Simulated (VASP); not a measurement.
Input:

```yaml
crystal:
  lattice:
    - [1.96345, -3.40079, -0.00982]
    - [1.96345, 3.40079, -0.00982]
    - [-0.02560, 0.00000, 5.11943]
  atoms:
    - { symbol: Ni, position: [0.00000, 0.00000, 0.50000] }
    - { symbol: Ni, position: [0.00000, 0.00000, 0.00000] }
    - { symbol: Sb, position: [0.33333, 0.66667, 0.25000] }
    - { symbol: Sb, position: [0.66667, 0.33333, 0.75000] }
```

These are r2SCAN meta-GGA, VASP's PBE PAW potentials (set 64) (plane waves; VASP) values and carry that method's errors. Run with 480 eV cut-off, 8×8×6 Γ-centred mesh, first-order Methfessel-Paxton smearing of 0.10 eV, potentials Ni Sb.

Unless said otherwise, spin-orbit coupling is left out, though it shifts the bands of the heavy elements here.

### Question
Predict the energy per atom (σ→0), band gap (on the k-mesh) with the smallest direct gap where there is one.

### Answer

| Property | Result |
|---|---|
| band gap (on the k-mesh) | none (metal, semimetal or under 0.01 eV) |
| energy per atom (σ→0) | -19.089 eV/atom |

Total energies compare only between runs with the same potentials, cut-off and functional.

The compound is NiSb in the NiAs type structure. This cell was strained or had an atom moved on purpose. The run is not spin-polarised, so no magnetic state was tried.
